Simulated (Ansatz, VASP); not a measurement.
## Cross-check of Ru (ladder Ru chain) between VASP and Ansatz

Wanted: the spread between two codes on one cell, functional and k mesh. Of the first pair: The structure shown is the start of the Ansatz relaxation below; VASP solves that cell, so the two are compared at the walk's first step.

Calculated with Ansatz 0.2.0; plane waves, with VASP 6.6.1 beside it; single point at PBE and single point at RPBE.

## (1) The starting structure

The cell holds 2 atoms: 2 Ru. Cell: a = 9.000 Å, b = 7.500 Å, c = 2.857 Å, α = 90.0°, β = 90.0°, γ = 90.0°. Vacuum lies along a and b. The structure's axis is c.

## (2) Ansatz: relaxation, PBE

Ansatz runs on its default PAW (the set named soft_2) files.

The two programs are compared at the cell with which this relaxation starts, whose forces are those of its first step.

File input.yaml:

```yaml
crystal:
  lattice:
    - [9.0, 0.0, 0.0]
    - [0.0, 7.5, 0.0]
    - [0.0, 0.0, 2.85722]
  atoms:
    - { symbol: Ru, position: [0.364382222, 0.5, 0.0] }
    - { symbol: Ru, position: [0.635617778, 0.5, 0.5] }
kpoints:
  mp_grid: { grid: [1, 1, 28] }
scf:
  occupations: { method: fermi_dirac, width: 0.05 }
hamiltonian:
  xc: pbe
relax:
  cell: { fix: [a, b, alpha, beta, gamma] }
  max_steps: 60
```

On the command line:

```sh
ansatz run input.yaml --threads 4 --pin off --max-ram 8192MiB --backend cpu --events-out ev --progress --plain --runs-dir out
```

Numbers of over 12 decimals in the logs are rounded to 6 here.

What it wrote:

```text
Engine: ansatz 0.2.0, x86_64-unknown-linux-gnu
Pseudopotentials: kind: paw
Pseudopotential: Ru, paw, valence charge 16, recommended cutoff 420 eV (normal), Ru.paw.azcp
Functional definition: PBE
  parameter kappa = 0.804
  parameter beta = 0.066725
  exchange = pbe_x(kappa = kappa, mu = beta*pi^2/3)
  correlation = pbe_c(beta = beta)
Crystal: 2 atoms, lattice volume = 192.862 Å³
Basis set: ecut = 420 eV, 3771 PW (Γ), exchange–correlation on 128×108×40 points (8 copies of the dense FFT grid, shifted against one another)
Bands: 20, of which v1, the nominal top of the filled ones, is band 16 counted from 1 (15 counted from 0)
Symmetry: 8 space group operations
Space group: Pmma (ITA 51), of the structure as read, at distance tolerance 5.8e-5 Å
k-points: 15 of 28
Non-local potential: Ru, projectors of the file, l = 0: 3, l = 1: 2, l = 2: 2, l = 3: 1
PAW form: soft (Blöchl's): semilocal exchange-correlation on the pseudo side does not see the compensation charge
PAW one-centre angular grid: Ru, 590 points (default); XC on 64 Gauss nodes
Initial density: superposition of atomic densities (neutral atoms: chi_scale 0, normalization atom), corrected by the library's trained network
Initial wavefunctions: pseudopotential atomic-orbital guess
Functional: x = pbe(κ = 0.804, μ = 0.219515), c = pbe(β = 0.066725)
SCF iter   1: F=—  HF=-11748.874925 eV  |F-HF|=—  |Δ(HF+E_count)|=         —  Δρ=9.10e-3  dr2=6.67e-2  ethr=1.77e-3  ⟨swp⟩=5.4  Hψ=1306  notcnv=0
preconditioner: auto → LDOS  [metal: Δε(μ)=0.021 eV  Ē_g=2.095 eV  σ=0.050 eV  W_gap=0.10  n_scr=20 (ndim 8)  ℏωp=10.7 eV  f_vac=0.622  D(μ)=12.86/eV (n_scr^D=146)  β→1.0]
SCF iter   2: F=—  HF=-11748.897532 eV  |F-HF|=—  |Δ(HF+E_count)|=   2.26e-2  Δρ=1.04e-2  dr2=9.79e-2  ethr=2.08e-4  ⟨swp⟩=3.1  Hψ=686  notcnv=0
SCF iter   3: F=—  HF=-11748.878818 eV  |F-HF|=—  |Δ(HF+E_count)|=   1.87e-2  Δρ=1.31e-3  dr2=3.75e-3  ethr=2.08e-4  ⟨swp⟩=2.0  Hψ=323  notcnv=0
SCF iter   4: F=—  HF=-11748.879006 eV  |F-HF|=—  |Δ(HF+E_count)|=   1.88e-4  Δρ=1.45e-3  dr2=2.50e-3  ethr=1.17e-5  ⟨swp⟩=2.3  Hψ=477  notcnv=0
SCF iter   5: F=—  HF=-11748.878690 eV  |F-HF|=—  |Δ(HF+E_count)|=   3.17e-4  Δρ=3.68e-4  dr2=4.33e-4  ethr=7.80e-6  ⟨swp⟩=1.0  Hψ=300  notcnv=0
SCF iter   6: F=—  HF=-11748.878687 eV  |F-HF|=—  |Δ(HF+E_count)|=   2.87e-6  Δρ=1.07e-4  dr2=3.86e-5  ethr=1.35e-6  ⟨swp⟩=2.3  Hψ=400  notcnv=0
SCF iter   7: F=—  HF=-11748.878730 eV  |F-HF|=—  |Δ(HF+E_count)|=   4.30e-5  Δρ=4.41e-5  dr2=4.03e-6  ethr=1.21e-7  ⟨swp⟩=2.0  Hψ=424  notcnv=0
SCF iter   8: F=—  HF=-11748.878731 eV  |F-HF|=—  |Δ(HF+E_count)|=   1.56e-6  Δρ=1.45e-5  dr2=5.70e-7  ethr=1.26e-8  ⟨swp⟩=2.0  Hψ=492  notcnv=0
SCF iter   9: F=-11748.878732 eV  HF=-11748.878732 eV  |F-HF|=3.39e-8  |Δ(HF+E_count)|=   4.44e-7  Δρ=4.04e-6  dr2=3.27e-8  ethr=3.13e-10  ⟨swp⟩=3.0  Hψ=1283  notcnv=0
SCF 1 converged in 9 iterations: F = -11748.878732 eV  dr2 = 3.27e-8
  greatest PAW one-centre occupation: 0.999 electrons in one spin orbital (limit 2), on the Ru atom at site 1 (counted from 0), in its partial waves of l = 0
relax step   1: F+E_penalty+E_count = -11748.87873168 eV  Δ(F+E_penalty+E_count) = +0.000e0 eV  max|allowed force component| = 3.243e0 eV/Å  Δτ_max = 0.0000 Å  P = -5.704 GPa  Ω = 192.862 Å³  fix = [a, b, alpha, beta, gamma]  reactions: a -6.705, b -0.201 GPa  (9 SCF iters, dr2 threshold 1.00e-7 eV, accepted)
[...]
relax step   7: F+E_penalty+E_count = -11750.87402827 eV  Δ(F+E_penalty+E_count) = -5.053e-2 eV  max|allowed force component| = 4.132e-1 eV/Å  Δτ_max = 0.0222 Å  P = +0.437 GPa  Ω = 163.129 Å³  energy of the carried Pulay correction = +1.675e-3 eV  fix = [a, b, alpha, beta, gamma]  reactions: a +0.726, b -0.212 GPa  (8 SCF iters, dr2 threshold 2.00e-7 eV, accepted)
[...]
relax step   8: F+E_penalty+E_count = -11750.88055049 eV  Δ(F+E_penalty+E_count) = -6.522e-3 eV  max|allowed force component| = 5.881e-2 eV/Å  Δτ_max = 0.0139 Å  P = +0.005 GPa  Ω = 163.151 Å³  energy of the carried Pulay correction = +1.674e-3 eV  fix = [a, b, alpha, beta, gamma]  reactions: a +0.001, b -0.213 GPa  (7 SCF iters, dr2 threshold 2.00e-7 eV, accepted)
[...]
relax step   9: F+E_penalty+E_count = -11750.88072677 eV  Δ(F+E_penalty+E_count) = -1.763e-4 eV  max|allowed force component| = 3.162e-2 eV/Å  Δτ_max = 0.0019 Å  P = -0.166 GPa  Ω = 163.523 Å³  energy of the carried Pulay correction = +1.651e-3 eV  fix = [a, b, alpha, beta, gamma]  reactions: a -0.187, b -0.213 GPa  (4 SCF iters, dr2 threshold 2.00e-7 eV, accepted)
[...]
relax step  10: F+E_penalty+E_count = -11750.88078966 eV  Δ(F+E_penalty+E_count) = -6.289e-5 eV  max|allowed force component| = 4.305e-4 eV/Å  Δτ_max = 0.0008 Å  P = -0.112 GPa  Ω = 163.424 Å³  energy of the carried Pulay correction = +1.657e-3 eV  fix = [a, b, alpha, beta, gamma]  reactions: a -0.122, b -0.213 GPa  (4 SCF iters, dr2 threshold 6.25e-8 eV, accepted)
[...]
relax step  11: F+E_penalty+E_count = -11750.87735842 eV  Δ(F+E_penalty+E_count) = +3.431e-3 eV  max|allowed force component| = 8.507e-4 eV/Å  Δτ_max = 0.0000 Å  P = -0.106 GPa  Ω = 163.424 Å³  fix = [a, b, alpha, beta, gamma]  reactions: a -0.113, b -0.212 GPa  stress off target by 7.14e-3 GPa on what of the cell is left free  SCF on the basis re-selected at this cell (its energy is not comparable with the rows above)  (8 SCF iters)
basis re-selected at this cell: Δ(F+E_penalty+E_count) = +3.431e-3 eV, ΔP = +0.006 GPa vs the last step (what re-selecting the basis moved, of the pressure what is left beyond the Pulay correction that the steps carried, after the strain that the cell walked since its last selection, with what the two solves' SCF thresholds leave and, on support functions, any second-order correction that the steps lacked; it is no measure of the basis error at this ecutwfc). The dense FFT grid was sized anew with the basis: this SCF ran on 64×54×18 points, the steps before it on 64×54×20, so part of this shift can come from that change (see relax.cell in the input reference). [rest of the remark cut]
SCF converged after 8 iterations
Free energy (F): -11750.877358 eV
Harris-Foulkes:  -11750.877358 eV  (|F-HF|=7.28e-12)
Internal energy: -11750.822439 eV  (E = F + TS)
E sigma→0 (E₀):  -11750.849899 eV
Entropy (-TS):   -0.054919 eV (-27.460 meV/atom)
Fermi energy:    0.148697 eV
--- Per-component energies (eV) ---
  E_band       = -830.786119
  E_kinetic    = 1029.572550
  E_local      = -10350.303452  (includes V_loc(G=0)·N_el)
  E_nonlocal   = 694.667342
  E_hartree    = 4357.135977
  E_xc         = -375.112557
  E_vxc        = -469.970161  (∫ρ·V_xc dr)
  E_paw        = -6925.032826  (= ΣΔE_a)
  E_vpaw       = -449.024144  (= ΣTr[D̂ρ^β])
  E_aug_tail   = -0.000349  (compensation charges beyond the density's cutoff)
  E_ewald      = -181.749125
  E_smearing   = -0.054919  (= −TS)
  E_closure    = -0.000000  (closes the sum)
  Σ components = -11750.877358   (vs F -11750.877358, Δ=0.00e0)
--- Forces (eV/Å), atoms counted from 1 ---
  atom   1  Ru    -0.00085069     0.00000000    -0.00000000
  atom   2  Ru     0.00085069     0.00000000    -0.00000000
  max |Σ_I F_I| component: 1.08e-19 eV/Å
--- Stress (GPa, compression-positive) ---
       -0.113006      -0.000000       0.000000
       -0.000000      -0.212381      -0.000000
        0.000000      -0.000000       0.007143
  P = ⅓ Tr σ = -0.1061 GPa (-1.061 kbar)
--- Relaxed structure (10 steps of the walk, 9 accepted, 1 SCFs on fresh bases) ---
  F+E_penalty+E_count = -11750.87735842 eV   max|allowed force component| = 8.507e-4 eV/Å   (the final SCF, on the basis selected at the relaxed cell)
  cell:  # Å, volume = 163.4245 Å³
    - [9.0, 0.0, 0.0]
    - [0.0, 7.5, 0.0]
    - [0.0, 0.0, 2.421103]
  atoms:
    - { symbol: Ru, position: [0.382239, 0.5, 0.0] }
    - { symbol: Ru, position: [0.617761, 0.5, 0.500000] }
```

Reading the cycles: dr2 is the Hartree energy of the density residual (eV), the measure of convergence; HF is the Harris–Foulkes estimate of the energy, which meets the free energy F at convergence.

## (3) VASP: single point, PBE, start cell, pair 1

The same cell, functional, mesh and smearing now go to VASP, with its own data sets.

Lines of VASP's logs that name or quote its potential files are left out, and so is its time.

File INCAR:

```
SYSTEM = Ru
PREC = Accurate
ENCUT = 400
EDIFF = 1E-06
NELM = 120
ISMEAR = -1
SIGMA = 0.05
LREAL = .FALSE.
ALGO = Normal
GGA = PE
NBANDS = 20
LASPH = .TRUE.
LORBIT = 11
LWAVE = .FALSE.
LCHARG = .FALSE.
ISIF = 2
GGA_COMPAT = .FALSE.
KPAR = 2
```

File POSCAR:

```
Ru
1.0
    9.0000000000      0.0000000000      0.0000000000
    0.0000000000      7.5000000000      0.0000000000
    0.0000000000      0.0000000000      2.8572200000
Ru
2
Direct
    0.3643822222      0.5000000000      0.0000000000
    0.6356177778      0.5000000000      0.5000000000
```

File KPOINTS:

```
Automatic mesh
0
Gamma
1 1 28
0 0 0
```

The projector-augmented-wave data sets are Ru_pv (PBE family, release 64).

On the command line:

```sh
mpirun -np 2 vasp_std
```

What it wrote:

```text
[banner, memory and clock lines left out]
running    2 mpi-ranks, on    1 nodes
 distrk:  each k-point on    1 cores,    2 groups
 distr:  one band on    1 cores,    1 groups

 POSCAR found type information on POSCAR Ru
 POSCAR found :  1 types and       2 ions
 LDA part: xc-table for (Slater+PW92), standard interpolation
 POSCAR, INCAR and KPOINTS ok, starting setup
 FFT: planning ... GRIDC
 FFT: planning ... GRID_SOFT
 FFT: planning ... GRID
 WAVECAR not read
 entering main loop
       N       E                     dE             d eps       ncg     rms          rms(c)
DAV:   1     0.124981540932E+03    0.12498E+03   -0.14340E+04   840   0.913E+02
DAV:   2    -0.561991892633E+01   -0.13060E+03   -0.12672E+03   752   0.241E+02
DAV:   3    -0.106395082691E+02   -0.50196E+01   -0.44984E+01   708   0.375E+01
DAV:   4    -0.107770001099E+02   -0.13749E+00   -0.13645E+00   716   0.577E+00
DAV:   5    -0.107816292589E+02   -0.46291E-02   -0.46281E-02   744   0.902E-01    0.525E+00
DAV:   6    -0.100715143748E+02    0.71011E+00   -0.21937E+00   608   0.108E+01    0.193E+00
DAV:   7    -0.999663794989E+01    0.74876E-01   -0.21250E-01   608   0.258E+00    0.869E-01
DAV:   8    -0.998176917777E+01    0.14869E-01   -0.22627E-02   644   0.107E+00    0.369E-01
DAV:   9    -0.997833443665E+01    0.34347E-02   -0.56094E-03   660   0.656E-01    0.133E-01
DAV:  10    -0.997967251257E+01   -0.13381E-02   -0.15476E-03   600   0.251E-01    0.963E-02
DAV:  11    -0.998049754231E+01   -0.82503E-03   -0.28118E-04   612   0.833E-02    0.363E-02
DAV:  12    -0.998134407420E+01   -0.84653E-03   -0.35898E-04   600   0.935E-02    0.280E-02
DAV:  13    -0.998173946691E+01   -0.39539E-03   -0.93969E-05   628   0.663E-02    0.993E-03
DAV:  14    -0.998178063998E+01   -0.41173E-04   -0.10092E-05   644   0.200E-02    0.511E-03
DAV:  15    -0.998178361402E+01   -0.29740E-05   -0.49704E-06   552   0.186E-02    0.209E-03
DAV:  16    -0.998178465733E+01   -0.10433E-05   -0.50413E-07   472   0.510E-03    0.741E-04
DAV:  17    -0.998178486445E+01   -0.20711E-06   -0.16297E-07   360   0.265E-03
   1 F= -.99817849E+01 E0= -.99274218E+01  d E =-.108726E+00
```

Parts of OUTCAR (step 3):

```text
ion  position               nearest neighbor table
   1  0.364  0.500  0.000-   2 2.83   2 2.83
   2  0.636  0.500  0.500-   1 2.83   1 2.83

  LATTYP: Found a simple orthorhombic cell.
 ALAT       =     2.8572200000
 B/A-ratio  =     2.6249291269
 C/A-ratio  =     3.1499149523

 Subroutine GETGRP returns: Found  8 space group operations
 (whereof  4 operations were pure point group operations)

The static configuration has the point symmetry C_2v.
 The point group associated with its full space group is D_2h.

 Found     15 irreducible k-points:

   k-points           NKPTS =     15   k-points in BZ     NKDIM =     15   number of bands    NBANDS=     20

   dimension x,y,z NGX =    60 NGY =   50 NGZ =   20
   dimension x,y,z NGXF=   120 NGYF=  100 NGZF=   40

   ENCUT  =  400.0 eV  29.40 Ry    5.42 a.u.  14.68 12.23  4.66*2*pi/ulx,y,z

   NELECT =      28.0000    total number of electrons

 k-points in reciprocal lattice and weights: Automatic mesh
   0.00000000  0.00000000  0.00000000       0.036
   0.00000000  0.00000000  0.03571429       0.071
   0.00000000  0.00000000  0.07142857       0.071
   0.00000000  0.00000000  0.10714286       0.071
   0.00000000  0.00000000  0.14285714       0.071
   0.00000000  0.00000000  0.17857143       0.071
   0.00000000  0.00000000  0.21428571       0.071
   0.00000000  0.00000000  0.25000000       0.071
   0.00000000  0.00000000  0.28571429       0.071
[...]
0.00000000  0.00000000  0.46428571       0.071
   0.00000000  0.00000000  0.50000000       0.036

 average (electrostatic) potential at core
       1 -81.1697       2 -81.1697

 E-fermi :  -2.1214

 k-point     1 :       0.0000    0.0000    0.0000
  band No.  band energies     occupation
    ...
     10      -3.4958      2.00000
     11      -3.0165      2.00000
     12      -2.6241      1.99991
     13      -2.3831      1.98939
     14      -2.2657      1.89438
     15      -1.7900      0.00264
     16      -1.5946      0.00005
     17      -1.5076      0.00001
     18      -1.0927      0.00000
     19       0.0924      0.00000
    ...

 k-point     2 :       0.0000    0.0000    0.0357
  band No.  band energies     occupation
    ...
     10      -3.4885      2.00000
     11      -3.0062      2.00000
     12      -2.6895      1.99998
     13      -2.3655      1.98494
     14      -2.2813      1.92157
     15      -1.8029      0.00342
     16      -1.5620      0.00003
     17      -1.5404      0.00002
     18      -1.1766      0.00000
     19       0.1840      0.00000
    ...

 k-point     3 :       0.0000    0.0000    0.0714
  band No.  band energies     occupation
    ...
     10      -3.4671      2.00000
     11      -2.9756      2.00000
     12      -2.8403      2.00000
     13      -2.3344      1.97213
     14      -2.3319      1.97073
     15      -1.8347      0.00645
     16      -1.7053      0.00049
     17      -1.4001      0.00000
     18      -1.3719      0.00000
     19       0.4058      0.00000
    ...

  Total       -8.2657215     -0.4212073    -12.4613242      0.0000000      0.0000000      0.0000000
  in kB      -68.6663394     -3.4991217   -103.5207289      0.0000000      0.0000000      0.0000000
  external PRESSURE =     -58.5620633 kB  Pullay stress =       0.0000000 kB

  energy-cutoff  :      400.00
  volume of cell :      192.86
      direct lattice vectors                 reciprocal lattice vectors
     9.000000000  0.000000000  0.000000000     0.111111111  0.000000000  0.000000000
     0.000000000  7.500000000  0.000000000     0.000000000  0.133333333  0.000000000
     0.000000000  0.000000000  2.857220000     0.000000000  0.000000000  0.349990550

 POSITION                                       TOTAL-FORCE (eV/Angst)
 -----------------------------------------------------------------------------------
      3.27944      3.75000      0.00000         3.245935      0.000000      0.000000
      5.72056      3.75000      1.42861        -3.245935      0.000000      0.000000
 -----------------------------------------------------------------------------------
    total drift:                                0.000000     -0.000000     -0.000000

  FREE ENERGIE OF THE ION-ELECTRON SYSTEM (eV)
  ---------------------------------------------------
  free  energy   TOTEN  =        -9.9817848644 eV

  energy  without entropy=       -9.8730587532  energy(sigma->0) =       -9.92742181

 total charge
# of ion       s       p       d       tot
------------------------------------------
    1        0.282   6.034   5.943  12.259
    2        0.282   6.034   5.943  12.259
--------------------------------------------------
tot          0.564  12.068  11.886  24.518

[... 3 further parts left out ...]
```

## (4) Comparison

Known differences besides the potentials themselves: the data sets hold 32 valence electrons in Ansatz (on its default PAW (the set named soft_2) files) and 28 in VASP; the cutoff is 420 eV in Ansatz and 400 eV in VASP. Total energies have different zeros and are not compared.

Forces (eV/Å; atoms numbered as in POSCAR):

| atom | Ansatz x, y, z | VASP x, y, z |
| --- | --- | --- |
| Ru1 | 3.243, 0.000, 0.000 | 3.246, 0.000, 0.000 |
| Ru2 | -3.243, 0.000, 0.000 | -3.246, 0.000, 0.000 |

The forces differ by 1.5 meV/Å r.m.s., which is 0.1 % of the r.m.s. force of 1.874 eV/Å (both taken over all components).

## (5) Ansatz: relaxation, PBE

This run makes the geometry at which the two programs are then compared. The cell compared in this pair holds 163.42 Å³, against 192.86 Å³ for the pair before.

The structure compared here is the end of the Ansatz relaxation.

input.yaml is that of step 2.

On the command line:

```sh
ansatz run input.yaml --threads 4 --pin off --max-ram 8192MiB --backend cpu --events-out ev --progress --plain --runs-dir out
```

What it wrote:

```text
[...]
Crystal: 2 atoms, lattice volume = 192.862 Å³
Basis set: ecut = 420 eV, 3771 PW (Γ), exchange–correlation on 128×108×40 points (8 copies of the dense FFT grid, shifted against one another)
Bands: 20, of which v1, the nominal top of the filled ones, is band 16 counted from 1 (15 counted from 0)
Symmetry: 8 space group operations
[...]
k-points: 15 of 28
[...]
-0.000000      -0.212381      -0.000000
        0.000000      -0.000000       0.007143
  P = ⅓ Tr σ = -0.1061 GPa (-1.061 kbar)
--- Relaxed structure (10 steps of the walk, 9 accepted, 1 SCFs on fresh bases) ---
[...]
cell:  # Å, volume = 163.4245 Å³
    - [9.0, 0.0, 0.0]
    - [0.0, 7.5, 0.0]
    - [0.0, 0.0, 2.421103]
  atoms:
    - { symbol: Ru, position: [0.382239, 0.5, 0.0] }
    - { symbol: Ru, position: [0.617761, 0.5, 0.500000] }
[key lines of the parts left out:]
SCF converged after 8 iterations
Free energy (F): -11750.877358 eV
Fermi energy:    0.148697 eV
```

## (6) VASP: single point, PBE, relaxed cell, pair 2

The same cell, functional, mesh and smearing now go to VASP, with its own data sets.

Changes to INCAR since step 3:

```diff
@@ -2,3 +2,3 @@
 PREC = Accurate
-ENCUT = 400
+ENCUT = 500
 EDIFF = 1E-06
```

File POSCAR:

```
Ru
1.0
    9.0000000000      0.0000000000      0.0000000000
    0.0000000000      7.5000000000      0.0000000000
    0.0000000000      0.0000000000      2.4211034124
Ru
2
Direct
    0.3822391228      0.5000000000      0.0000000000
    0.6177608772      0.5000000000      0.5000000000
```

KPOINTS is that of step 3.

On the command line:

```sh
mpirun -np 2 vasp_std
```

What it wrote:

```text
[... set-up lines as in an earlier step ...]
 entering main loop
       N       E                     dE             d eps       ncg     rms          rms(c)
DAV:   1     0.171343865175E+03    0.17134E+03   -0.16073E+04   824   0.112E+03
DAV:   2    -0.757582823147E+01   -0.17892E+03   -0.17348E+03   736   0.288E+02
DAV:   3    -0.128019487161E+02   -0.52261E+01   -0.49895E+01   740   0.455E+01
DAV:   4    -0.128939698567E+02   -0.92021E-01   -0.91903E-01   800   0.530E+00
[...]
DAV:  14    -0.119793070634E+02   -0.59788E-05   -0.83857E-06   600   0.230E-02    0.292E-03
DAV:  15    -0.119793081853E+02   -0.11219E-05   -0.15332E-06   544   0.846E-03    0.144E-03
DAV:  16    -0.119793089516E+02   -0.76624E-06   -0.37355E-07   440   0.480E-03
   1 F= -.11979309E+02 E0= -.11951918E+02  d E =-.547823E-01
```

Parts of OUTCAR (step 6):

```text
  Total       -0.0817471     -0.2330172      0.1018736      0.0000000      0.0000000      0.0000000
  in kB       -0.8014307     -2.2844494      0.9987459      0.0000000      0.0000000      0.0000000
  external PRESSURE =      -0.6957114 kB  Pullay stress =       0.0000000 kB

 POSITION                                       TOTAL-FORCE (eV/Angst)
 -----------------------------------------------------------------------------------
      3.44015      3.75000      0.00000        -0.025750      0.000000      0.000000
      5.55985      3.75000      1.21055         0.025750      0.000000      0.000000
 -----------------------------------------------------------------------------------
    total drift:                                0.000000      0.000000     -0.000000

  FREE ENERGIE OF THE ION-ELECTRON SYSTEM (eV)
  ---------------------------------------------------
  free  energy   TOTEN  =       -11.9793089516 eV

  energy  without entropy=      -11.9245266133  energy(sigma->0) =      -11.95191778

[... 1 part as in an earlier step ...]

[... 2 further parts left out ...]
[key lines of the parts left out:]
E-fermi :  -1.6273
```

(Part 1 of 2 ends here.)

[Lines on the potential files, build, host, timing and source positions are cut from VASP's logs without a mark.]

[Logs are printed without paths, hosts, clocks, repeated set-up lines and the standing remarks that a program may print on its own settings, such as how far it seeks lower states.]

[Hosts, paths, dates, database ids (printed as entryN), source tags and the programs' standing remarks are cut or masked in the printed files.]
